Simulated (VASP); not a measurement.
Here is the system:

```yaml
crystal:
  lattice:
    - [0.00000, 2.57698, 2.57698]
    - [2.57698, 0.00000, 2.57698]
    - [2.57698, 2.57698, 0.00000]
  atoms:
    - { symbol: Ru, position: [0.00000, 0.00000, 0.00000] }
    - { symbol: P, position: [0.25000, 0.25000, 0.25000] }
```

These are PBEsol GGA, VASP's PBE PAW potentials (set 64) (plane waves; VASP) values and carry that method's errors. Run with 400 eV cut-off, 14×14×14 Γ-centred mesh, tetrahedra with Blöchl corrections, potentials Ru_pv P.

Q: Tabulate the total density of states (states/eV per cell) against energy (eV; zero at the valence-band maximum or, without a gap, the Fermi level).

A: 
```
E (eV) | DOS (states/eV)
    -9.98 |  0.00
    -9.38 |  0.00
    -8.90 |  0.00
    -8.30 |  0.00
    -7.70 |  0.00
    -7.22 |  0.00
    -6.62 |  0.00
    -6.02 |  0.00
    -5.54 | ##### 0.98
    -4.94 | ################ 3.10
    -4.34 | ############################## 5.64
    -3.86 | ############ 2.33
    -3.26 | ####### 1.36
    -2.66 |  0.00
    -2.18 | ############### 2.89
    -1.58 | ############### 2.85
    -0.98 | ### 0.64
    -0.50 | ############ 2.18
     0.10 | #### 0.79
     0.70 | ##### 1.03
     1.18 | ###### 1.17
     1.78 | ###### 1.10
     2.38 | ######## 1.42
     2.86 | ####### 1.33
     3.46 | ##### 1.01
```
Within 2 eV below the Fermi level the largest weight inside VASP's projection spheres is Ru d.

The structure was generated: RuP was put into the zinc blende type (F-43m), which need not be its known phase. It was relaxed first, which changed the volume by -31 %. The electron count is odd and the run is not spin-polarised, which forces a metal.
